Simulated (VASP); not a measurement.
Computed with PBE GGA, VASP's PBE PAW potentials (set 64) (plane waves; VASP).

A VASP calculation is set up with these files.

### POSCAR
```
GaP
1.0
  0.0000000000   2.7667773021   2.7667773021
  2.7667773021   0.0000000000   2.7667773021
  2.7667773021   2.7667773021   0.0000000000
Ga P
1 1
Cart
  0.0000000000   0.0000000000   0.0000000000
  1.3833886510   1.3833886510   1.3833886510
```

### INCAR
```
EDIFF = 1E-6
SIGMA = 0.05
GGA = PE   ! PBE
LCHARG = .FALSE.
ENCUT = 480
EDIFFG = -0.01
ISMEAR = 0   ! Gaussian
SYSTEM = GaP
ISIF = 3   ! ions, shape and volume
NELM = 100   ! most electronic steps
ALGO = Normal   ! blocked Davidson
LREAL = .FALSE.
LWAVE = .FALSE.
PREC = Accurate
LASPH = .TRUE.
LMAXMIX = 4
NSW = 60   ! most ionic steps
IBRION = 2   ! conjugate gradients
```

### KPOINTS
```
kpoints
0
G
 8 8 8
0 0 0
```

POTCAR, in this order: Ga P (PBE.64 set). Program: vasp_std.

What VASP printed:

### OSZICAR
```
       N       E                     dE             d eps       ncg     rms          rms(c)
DAV:   1     0.156503082759E+02    0.15650E+02   -0.34303E+03   464   0.796E+02
DAV:   2    -0.884858737752E+01   -0.24499E+02   -0.23634E+02   744   0.955E+01
DAV:   3    -0.937089673390E+01   -0.52231E+00   -0.52231E+00   568   0.178E+01
DAV:   4    -0.937271467961E+01   -0.18179E-02   -0.18179E-02   728   0.117E+00
DAV:   5    -0.937271601885E+01   -0.13392E-05   -0.13392E-05   600   0.330E-02    0.481E+00
DAV:   6    -0.914506316401E+01    0.22765E+00   -0.53956E-01   512   0.336E+00    0.298E+00
DAV:   7    -0.910641289752E+01    0.38650E-01   -0.16928E-01   632   0.213E+00    0.117E+00
DAV:   8    -0.910491138282E+01    0.15015E-02   -0.13561E-02   552   0.715E-01    0.120E-01
DAV:   9    -0.910506279602E+01   -0.15141E-03   -0.49973E-04   680   0.163E-01    0.776E-02
DAV:  10    -0.910524641056E+01   -0.18361E-03   -0.28119E-04   552   0.124E-01    0.177E-02
DAV:  11    -0.910524661665E+01   -0.20609E-06   -0.16268E-05   672   0.203E-02    0.582E-03
DAV:  12    -0.910524782130E+01   -0.12047E-05   -0.21772E-06   512   0.119E-02    0.149E-03
DAV:  13    -0.910524798603E+01   -0.16472E-06   -0.66511E-08   296   0.158E-03
   1 F= -.91052480E+01 E0= -.91052480E+01  d E =-.910525E+01
```

File OUTCAR:
```
------------------------ aborting loop because EDIFF is reached ----------------------------------------
  FORCE on cell =-STRESS in cart. coord.  units (eV):
  Direction    XX          YY          ZZ          XY          YZ          ZX
  --------------------------------------------------------------------------------------
  Total        0.0009739      0.0009739      0.0009739      0.0000000     -0.0000000     -0.0000000
  in kB        0.0368353      0.0368353      0.0368353      0.0000000     -0.0000000     -0.0000000
  external PRESSURE =       0.0368353 kB  Pullay stress =       0.0000000 kB
  volume of cell :       42.36
      direct lattice vectors                 reciprocal lattice vectors
     0.000000000  2.766777302  2.766777302    -0.180715665  0.180715665  0.180715665
     2.766777302  0.000000000  2.766777302     0.180715665 -0.180715665  0.180715665
     2.766777302  2.766777302  0.000000000     0.180715665  0.180715665 -0.180715665
  FREE ENERGIE OF THE ION-ELECTRON SYSTEM (eV)
  ---------------------------------------------------
  free  energy   TOTEN  =        -9.1052479860 eV

  energy  without entropy=       -9.1052479860  energy(sigma->0) =       -9.10524799

 reached required accuracy - stopping structural energy minimisation
```
(Selected blocks of OUTCAR.)

The compound is GaP in the zinc blende structure. It was relaxed first. The start is the result of an earlier pass.
